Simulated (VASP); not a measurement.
# LiZr4N3 (Pm-3m) in VASP: further runs

The runs below take LiZr4N3 through relaxation of cell and atoms, with PBE.

All numbers are computed with VASP 6.6.1; they aren't measurements. Logs are shortened: lines on timing, memory, paths and dates and some standing lists are left out, and cuts for length are marked.

### 1 The structure

It takes space group Pm-3m (No. 221, cubic). The conventional cell has a = 4.808 Å, b = 4.808 Å, c = 4.808 Å, α = 90.00°, β = 90.00°, γ = 90.00°. Li (site symmetry m-3m) is surrounded by 6 N at 2.40 Å. Zr (site symmetry 4/mmm) has 2 Zr at 2.40 Å and 4 N at 2.40 Å as nearest neighbours. Zr (site symmetry m-3m) is surrounded by 6 Zr at 2.40 Å. N (site symmetry 4/mmm) is surrounded by 2 Li at 2.40 Å and 4 Zr at 2.40 Å.

The cell was built by a generator and needn't be a form met in nature.

### 2 Relaxation of cell and atoms, PBE

Contents of INCAR:

```
PREC = Normal
ENCUT = 520
EDIFF = 1E-4
ISMEAR = 0
SIGMA = 0.15
LREAL = False
LASPH = True
NELM = 60
ALGO = Fast
ISIF = 3
LWAVE = False
LCHARG = False
GGA = PE
IBRION = 2
NSW = 24
EDIFFG = -0.08
KPAR = 2
```

Contents of KPOINTS:

```
Automatic mesh
0
Gamma
  3 3 3
```

Contents of POSCAR:

```
LiZr4N3
1.0
    4.8083405900      0.0000000000      0.0000000000
    0.0000000000      4.8083405900      0.0000000000
    0.0000000000      0.0000000000      4.8083405900
Li Zr N
1 4 3
Direct
    0.0000000000      0.0000000000      0.0000000000
    0.0000000000      0.5000000000      0.5000000000
    0.5000000000      0.0000000000      0.5000000000
    0.5000000000      0.5000000000      0.0000000000
    0.5000000000      0.5000000000      0.5000000000
    0.5000000000      0.0000000000      0.0000000000
    0.0000000000      0.5000000000      0.0000000000
    0.0000000000      0.0000000000      0.5000000000
```

Potentials or basis: VASP PAW PBE potentials, release 64 (Li_sv, Zr_sv, N).

The run is started by

```
$ cat potpaw_PBE.64/Li_sv/POTCAR potpaw_PBE.64/Zr_sv/POTCAR potpaw_PBE.64/N/POTCAR > POTCAR
$ mpirun -np 2 vasp_std > vasp.out
```

OUTCAR:

```text
PREC = Normal
   ENCUT = 520
   EDIFF = 1E-4
   ISMEAR = 0
   LREAL = False
   LASPH = True
   NELM = 60
   ISIF = 3
   GGA = PE
   IBRION = 2
   NSW = 24
   EDIFFG = -0.08

 ion  position               nearest neighbor table
   1  0.000  0.000  0.000-
   2  0.000  0.500  0.500-   5 2.40   7 2.40   8 2.40   7 2.40   8 2.40   5 2.40   4 3.40   3 3.40
                             3 3.40   3 3.40   4 3.40   4 3.40   4 3.40   3 3.40
   3  0.500  0.000  0.500-   5 2.40   6 2.40   8 2.40   6 2.40   5 2.40   8 2.40   4 3.40   2 3.40
                             4 3.40   2 3.40   4 3.40   2 3.40   4 3.40   2 3.40
   4  0.500  0.500  0.000-   5 2.40   6 2.40   7 2.40   5 2.40   6 2.40   7 2.40   3 3.40   3 3.40
                             3 3.40   2 3.40   3 3.40   2 3.40   2 3.40   2 3.40
   5  0.500  0.500  0.500-   2 2.40   3 2.40   4 2.40   4 2.40   3 2.40   2 2.40
   6  0.500  0.000  0.000-   3 2.40   4 2.40   3 2.40   4 2.40
   7  0.000  0.500  0.000-   2 2.40   4 2.40   2 2.40   4 2.40
   8  0.000  0.000  0.500-   2 2.40   3 2.40   2 2.40   3 2.40

  LATTYP: Found a simple cubic cell.
 ALAT       =     4.8083405900

  Lattice vectors:

 A1 = (   4.8083405900,   0.0000000000,   0.0000000000)
 A2 = (   0.0000000000,   4.8083405900,   0.0000000000)
 A3 = (   0.0000000000,   0.0000000000,   4.8083405900)

Analysis of symmetry for initial positions (statically):
=====================================================================
 Subroutine PRICEL returns:
 Original cell was already a primitive cell.

 Routine SETGRP: Setting up the symmetry group for a
 simple cubic supercell.

 Subroutine GETGRP returns: Found 48 space group operations
 (whereof 48 operations were pure point group operations)
 out of a pool of 48 trial point group operations.

The static configuration has the point symmetry O_h .

Analysis of symmetry for dynamics (positions and initial velocities):
=====================================================================
 Subroutine PRICEL returns:
 Original cell was already a primitive cell.

 Routine SETGRP: Setting up the symmetry group for a
 simple cubic supercell.

 Subroutine GETGRP returns: Found 48 space group operations
 (whereof 48 operations were pure point group operations)
 out of a pool of 48 trial point group operations.

The dynamic configuration has the point symmetry O_h .

 Subroutine INISYM returns: Found 48 space group operations
 (whereof 48 operations are pure point group operations),
 and found     1 'primitive' translations

----------------------------------------------------------------------------------------

                                     Primitive cell
[... 76 lines left out ...]
   ISPIN  =      1    spin polarized calculation?
   LNONCOLLINEAR =      F non collinear calculations
   LSORBIT =      F    spin-orbit coupling
   LASPH  =      T    aspherical Exc in radial PAW
   ENCUT  =  520.0 eV  38.22 Ry    6.18 a.u.   8.94  8.94  8.94*2*pi/ulx,y,z
   NELM   =     60;   NELMIN=  2; NELMDL= -5     # of ELM steps
   EDIFF  = 0.1E-03   stopping-criterion for ELM
   LREAL  =      F    real-space projection
   EDIFFG = -.8E-01   stopping-criterion for IOM
   NSW    =     24    number of steps for IOM
   IBRION =      2    ionic relax: 0-MD 1-quasi-New 2-CG
   NFREE  =      1    steps in history (QN), initial steepest desc. (CG)
   ISIF   =      3    stress and relaxation
   ISYM   =      2    0-nonsym 1-usesym 2-fastsym
   POTIM  = 0.5000    time-step for ionic-motion
   TEBEG  =    0.0;   TEEND  =   0.0 temperature during run
   PSTRESS=    0.0 pullay stress
   NELECT =      66.0000    total number of electrons
   NUPDOWN=      -1.0000    fix difference up-down
   EMIN   =  10.00;   EMAX   =-10.00  energy-range for DOS
   EFERMI =   0.00;   METHOD = LEGACY
   ISMEAR =     0;   SIGMA  =   0.15  broadening in eV -4-tet -1-fermi 0-gaus
   EFERMI_NEDOS =   21; number of points for ismear=-14 and -15
   IALGO  =     68    algorithm
   IMIX   =      4    mixing-type and parameters
     AMIX     =   0.40;   BMIX     =  1.00
     AMIX_MAG =   1.60;   BMIX_MAG =  1.00
  volume/ion in A,a.u.               =      13.90        93.78
  Fermi-wavevector in a.u.,A,eV,Ry     =   1.375923  2.600118 25.758076  1.893165
  Thomas-Fermi vector in A             =   2.501215
   LORBIT       =      0    0 simple, 1 ext, 2 COOP (PROOUT), +10 PAW based schemes
   GGA     = PE    functional components
   LHFCALC =     F    Hartree Fock is set to
   AEXX    =    0.0000 exact exchange contribution
   IVDW    =     0    specifies the selected vdW correction
   LEPSILON=     F    determine dielectric tensor
   LRPA    =     F    only Hartree local field effects (RPA)
 conjugate gradient relaxation of ions
 non-spin polarized calculation
 RMM-DIIS sequential band-by-band and
 Gauss-broadening in eV      SIGMA  =   0.15
  energy-cutoff  :      520.00
  volume of cell :      111.17
 maximum number of plane-waves:      3007
   NGX = 17   NGY = 17   NGZ = 17

--------------------------------------- Ionic step        1  -------------------------------------------

 number of electron      66.0000088 magnetization

 Free energy of the ion-electron system (eV)
  ---------------------------------------------------
  ext. energy  EPLUGINS =         0.00000000
  ---------------------------------------------------
  free energy    TOTEN  =       -58.40537101 eV

  energy without entropy =      -58.33160972  energy(sigma->0) =      -58.36849036

------------------------ aborting loop EDIFF was not reached (unconverged)  ----------------------------

  FORCE on cell =-STRESS in cart. coord.  units (eV):
  Direction    XX          YY          ZZ          XY          YZ          ZX
  --------------------------------------------------------------------------------------
  -------------------------------------------------------------------------------------
  Total        1.5273070      1.5273070      1.5273070      0.0000000      0.0000000      0.0000000
  in kB       22.0115815     22.0115815     22.0115815      0.0000000      0.0000000      0.0000000
  external PRESSURE =      22.0115815 kB  Pullay stress =       0.0000000 kB
[... 113 lines left out ...]
--------------------------------------- Ionic step        4  -------------------------------------------

 number of electron      66.0000103 magnetization

 Free energy of the ion-electron system (eV)
  ---------------------------------------------------
  ext. energy  EPLUGINS =         0.00000000
  ---------------------------------------------------
  free energy    TOTEN  =       -58.46979280 eV

  energy without entropy =      -58.38881042  energy(sigma->0) =      -58.42930161

 E-fermi :   7.9123     XC(G=0): -11.3595

 val. band max:        7.7866779055   @ k =   0.0000   0.0000   0.0000
 cond. band min:       8.0085053476   @ k =   0.3333   0.3333   0.3333
 fundamental gap:      0.2218274421
 Fermi energy:         7.9122935235

 k-point     1 :       0.0000    0.0000    0.0000
  band No.  band energies     occupation
      1     -41.1634      2.00000
      2     -40.6524      2.00000
      3     -40.6524      2.00000
      4     -39.4849      2.00000
      5     -36.2799      2.00000
      6     -21.0236      2.00000
[... 192 lines left out ...]
  FREE ENERGIE OF THE ION-ELECTRON SYSTEM (eV)
  ---------------------------------------------------
  free  energy   TOTEN  =       -58.4697928037 eV

  energy  without entropy=      -58.3888104153  energy(sigma->0) =      -58.42930161

 reached required accuracy - stopping structural energy minimisation
```

OSZICAR:

```text
N       E                     dE             d eps       ncg     rms          rms(c)
DAV:   1     0.698081819623E+03    0.69808E+03   -0.35238E+04   312   0.172E+03
DAV:   2     0.463219855365E+01   -0.69345E+03   -0.67420E+03   356   0.496E+02
DAV:   3    -0.633081246281E+02   -0.67940E+02   -0.66804E+02   457   0.123E+02
[... 83 lines left out ...]
RMM:   3    -0.584748455828E+02    0.67456E-01   -0.71842E-02   354   0.109E+00    0.626E-01
RMM:   4    -0.584692358510E+02    0.56097E-02   -0.24430E-02   358   0.910E-01    0.326E-01
RMM:   5    -0.584695129543E+02   -0.27710E-03   -0.36038E-03   401   0.302E-01    0.105E-01
RMM:   6    -0.584697264268E+02   -0.21347E-03   -0.11936E-03   345   0.148E-01    0.631E-02
RMM:   7    -0.584697928037E+02   -0.66377E-04   -0.44934E-04   239   0.851E-02
   4 F= -.58469793E+02 E0= -.58429302E+02  d E =-.644218E-01
```

CONTCAR:

```text
LiZr4N3
   1.00000000000000
     4.8369198515028549    0.0000000000000000    0.0000000000000000
     0.0000000000000000    4.8369198515028549    0.0000000000000000
    -0.0000000000000000    0.0000000000000000    4.8369198515028549
  Li              Zr              N
     1     4     3
Direct
     0.0000000000000000    0.0000000000000000    0.0000000000000000
     0.0000000000000000    0.5000000000000000    0.5000000000000000
     0.5000000000000000    0.0000000000000000    0.5000000000000000
     0.5000000000000000    0.5000000000000000    0.0000000000000000
     0.5000000000000000    0.5000000000000000    0.5000000000000000
     0.5000000000000000    0.0000000000000000    0.0000000000000000
     0.0000000000000000    0.5000000000000000    0.0000000000000000
     0.0000000000000000    0.0000000000000000    0.5000000000000000

  0.00000000E+00  0.00000000E+00  0.00000000E+00
  0.00000000E+00  0.00000000E+00  0.00000000E+00
  0.00000000E+00  0.00000000E+00  0.00000000E+00
  0.00000000E+00  0.00000000E+00  0.00000000E+00
  0.00000000E+00  0.00000000E+00  0.00000000E+00
  0.00000000E+00  0.00000000E+00  0.00000000E+00
  0.00000000E+00  0.00000000E+00  0.00000000E+00
  0.00000000E+00  0.00000000E+00  0.00000000E+00
```

Wall time 68 s (2 MPI ranks of AMD EPYC 7R43 (Zen 3), shared host); peak memory 0.13 GiB.

The run converged, but some of its settings lie outside the range that counts as converged, so its numbers aren't taken as properties of the crystal.

Results:

```yaml
Free_energy: -58.4698 eV
Relaxed_volume: 14.15 Å³/atom
Relaxed_cell: a = 4.837 Å, b = 4.837 Å, c = 4.837 Å, α = 90.00°, β = 90.00°, γ = 90.00°
Space_group_after_relaxing_to_0.05_Å: Pm-3m (No. 221)
Energy_gained_by_relaxing: 8.1 meV/atom
Ionic_steps: 4
Band_gap_on_the_k_mesh: none (metal or under the smearing width)
```

Caveat: the k mesh is coarse (spacing up to 0.44 Å⁻¹), so the values aren't converged; the cutoff is under 1.25 times the usual one of these potentials, so pressure, stress and relaxed cells hold a basis-set (Pulay) error; the relaxation stopped at a loose force limit of 0.08 eV/Å, so its end isn't a converged minimum.

### 3 Relaxation of cell and atoms, PBE

This run uses another cell than the first one, of 15.70 Å³/atom, 1.130 times its volume.

INCAR is that of step 2.

KPOINTS is that of step 2.

Contents of POSCAR:

```
LiZr4N3
1.0
    5.2733954100      0.0000000000      0.0000000000
   -2.6366977100      4.5668943900      0.0000000000
    0.0000000000      0.0000000000      5.2141013700
Li Zr N
1 4 3
Direct
    0.0000000000      0.0000000000      0.5000000000
    0.3333333300      0.6666666700      0.2256004800
    0.6666666700      0.3333333300      0.2256004800
    0.6666666700      0.3333333300      0.7743995200
    0.3333333300      0.6666666700      0.7743995200
    0.5000000000      0.0000000000      0.5000000000
    0.0000000000      0.5000000000      0.5000000000
    0.5000000000      0.5000000000      0.5000000000
```

Potentials or basis: VASP PAW PBE potentials, release 64 (Li_sv, Zr_sv, N).

The run is started by

```
$ cat potpaw_PBE.64/Li_sv/POTCAR potpaw_PBE.64/Zr_sv/POTCAR potpaw_PBE.64/N/POTCAR > POTCAR
$ mpirun -np 2 vasp_std > vasp.out
```

Wall time 3.8 min (2 MPI ranks of AMD EPYC 7R43 (Zen 3), shared host); peak memory 0.15 GiB.

The run converged, but some of its settings lie outside the range that counts as converged, so its numbers aren't taken as properties of the crystal.

Results:

- Free energy: -66.2971 eV
- Relaxed volume: 19.71 Å³/atom
- Relaxed cell: a = 5.635 Å, b = 5.635 Å, c = 5.734 Å, α = 90.00°, β = 90.00°, γ = 120.00°
- Space group after relaxing (to 0.05 Å): P6/mmm (No. 191)
- Energy gained by relaxing: 355.5 meV/atom
- Ionic steps: 6
- Largest force after relaxing: 0.040 eV/Å
- Band gap on the k mesh: none (metal or under the smearing width)

Caveat: the k mesh is coarse (spacing up to 0.46 Å⁻¹), so the values aren't converged; the cutoff is under 1.25 times the usual one of these potentials, so pressure, stress and relaxed cells hold a basis-set (Pulay) error; the volume moved by over 15 % at a fixed basis, so the end points are rough; the relaxation stopped at a loose force limit of 0.08 eV/Å, so its end isn't a converged minimum.

### 4 Relaxation of cell and atoms, PBE

This run uses another cell than the first one, of 13.14 Å³/atom, 0.946 times its volume.

INCAR is that of step 3.

KPOINTS is that of step 3.

Contents of POSCAR:

```
LiZr4N3
1.0
    4.7200000000      0.0000000000      0.0000000000
    0.0000000000      4.7200000000      0.0000000000
    0.0000000000      0.0000000000      4.7200000000
Li Zr N
1 4 3
Direct
    0.5000000000      0.5000000000      0.5000000000
    0.0000000000      0.0000000000      0.0000000000
    0.5000000000      0.0000000000      0.5000000000
    0.5000000000      0.5000000000      0.0000000000
    0.0000000000      0.5000000000      0.5000000000
    0.5000000000      0.0000000000      0.0000000000
    0.0000000000      0.5000000000      0.0000000000
    0.0000000000      0.0000000000      0.5000000000
```

The run is started by

```
$ cat potpaw_PBE.64/Li_sv/POTCAR potpaw_PBE.64/Zr_sv/POTCAR potpaw_PBE.64/N/POTCAR > POTCAR
$ mpirun -np 2 vasp_std > vasp.out
```

It took 62 s on 2 MPI ranks of AMD EPYC 7R43 (Zen 3), shared host; peak memory 0.13 GiB.

These settings aren't checked as converged: the numbers below hold their error.

Results:

```
Free energy                            : -68.4388 eV
Relaxed volume                         : 12.95 Å³/atom
Relaxed cell                           : a = 4.697 Å, b = 4.697 Å, c = 4.697 Å, α = 90.00°, β = 90.00°, γ = 90.00°
Space group after relaxing (to 0.05 Å) : Pm-3m (No. 221)
Energy gained by relaxing              : 2.3 meV/atom
Ionic steps                            : 3
Band gap on the k mesh                 : none (metal or under the smearing width)
```

Caveat: the k mesh is coarse (spacing up to 0.44 Å⁻¹), so the values aren't converged; the cutoff is under 1.25 times the usual one of these potentials, so pressure, stress and relaxed cells hold a basis-set (Pulay) error; the relaxation stopped at a loose force limit of 0.08 eV/Å, so its end isn't a converged minimum.

### 5 Relaxation of cell and atoms, PBE

This run uses another cell than the first one, of 16.78 Å³/atom, 1.208 times its volume.

INCAR is that of step 4.

Contents of KPOINTS:

```
Automatic mesh
0
Gamma
  4 4 2
```

Contents of POSCAR:

```
LiZr4N3
1.0
    4.1953823200      0.0000000000      0.0000000000
   -2.0976911600      3.6333076700      0.0000000000
    0.0000000000      0.0000000000      8.8086163400
Li Zr N
1 4 3
Direct
    0.0000000000      0.0000000000      0.5000000000
    0.3333333300      0.6666666700      0.5000000000
    0.6666666700      0.3333333300      0.5000000000
    0.0000000000      0.0000000000      0.8184080500
    0.0000000000      0.0000000000      0.1815919500
    0.5000000000      0.0000000000      0.0000000000
    0.0000000000      0.5000000000      0.0000000000
    0.5000000000      0.5000000000      0.0000000000
```

The run is started by

```
$ cat potpaw_PBE.64/Li_sv/POTCAR potpaw_PBE.64/Zr_sv/POTCAR potpaw_PBE.64/N/POTCAR > POTCAR
$ mpirun -np 2 vasp_std > vasp.out
```

Wall time 5.3 min (2 MPI ranks of AMD EPYC 7R43 (Zen 3), shared host); peak memory 0.17 GiB.

These settings aren't checked as converged: the numbers below hold their error.

Results:

```yaml
Free_energy: -51.7173 eV
Relaxed_volume: 15.62 Å³/atom
Relaxed_cell: a = 4.290 Å, b = 4.290 Å, c = 7.843 Å, α = 90.00°, β = 90.00°, γ = 120.00°
Space_group_after_relaxing_to_0.05_Å: P6/mmm (No. 191)
Energy_gained_by_relaxing: 171.4 meV/atom
Ionic_steps: 8
Largest_force_after_relaxing: 0.040 eV/Å
Band_gap_on_the_k_mesh: none (metal or under the smearing width)
```

Caveat: the k mesh is coarse (spacing up to 0.43 Å⁻¹), so the values aren't converged; the cutoff is under 1.25 times the usual one of these potentials, so pressure, stress and relaxed cells hold a basis-set (Pulay) error; the relaxation stopped at a loose force limit of 0.08 eV/Å, so its end isn't a converged minimum.

### 6 Relaxation of cell and atoms, PBE

This run uses another cell than the first one, of 13.45 Å³/atom, 0.968 times its volume.

INCAR is that of step 5.

Contents of KPOINTS:

```
Automatic mesh
0
Gamma
  4 4 4
```

Contents of POSCAR:

```
LiZr4N3
1.0
   -2.3745124300      2.3745124300      4.7706358600
    2.3745124300     -2.3745124300      4.7706358600
    2.3745124300      2.3745124300     -4.7706358600
Li Zr N
1 4 3
Direct
    0.0000000000      0.0000000000      0.0000000000
    0.7530974100      0.7530974100      0.0000000000
    0.2469025900      0.2469025900      0.0000000000
    0.0000000000      0.5000000000      0.5000000000
    0.5000000000      0.0000000000      0.5000000000
    0.5000000000      0.5000000000      0.0000000000
    0.2500000000      0.7500000000      0.5000000000
    0.7500000000      0.2500000000      0.5000000000
```

Potentials or basis: VASP PAW PBE potentials, release 64 (Li_sv, Zr_sv, N).

The run is started by

```
$ cat potpaw_PBE.64/Li_sv/POTCAR potpaw_PBE.64/Zr_sv/POTCAR potpaw_PBE.64/N/POTCAR > POTCAR
$ mpirun -np 2 vasp_std > vasp.out
```

It took 9.7 min on 2 MPI ranks of AMD EPYC 7R43 (Zen 3), shared host; peak memory 0.2 GiB.

These settings aren't checked as converged: the numbers below hold their error.

What came out:

```
Free energy                            : -69.0218 eV
Relaxed volume                         : 13.18 Å³/atom
Relaxed cell                           : a = 5.782 Å, b = 5.782 Å, c = 5.782 Å, α = 131.74°, β = 131.74°, γ = 70.64°
Space group after relaxing (to 0.05 Å) : I4/mmm (No. 139)
Energy gained by relaxing              : 102.8 meV/atom
Ionic steps                            : 8
Largest force after relaxing           : 0.037 eV/Å
Band gap on the k mesh                 : none (metal or under the smearing width)
```

Caveat: the k mesh is coarse (spacing up to 0.47 Å⁻¹), so the values aren't converged; the cutoff is under 1.25 times the usual one of these potentials, so pressure, stress and relaxed cells hold a basis-set (Pulay) error; the relaxation stopped at a loose force limit of 0.08 eV/Å, so its end isn't a converged minimum.
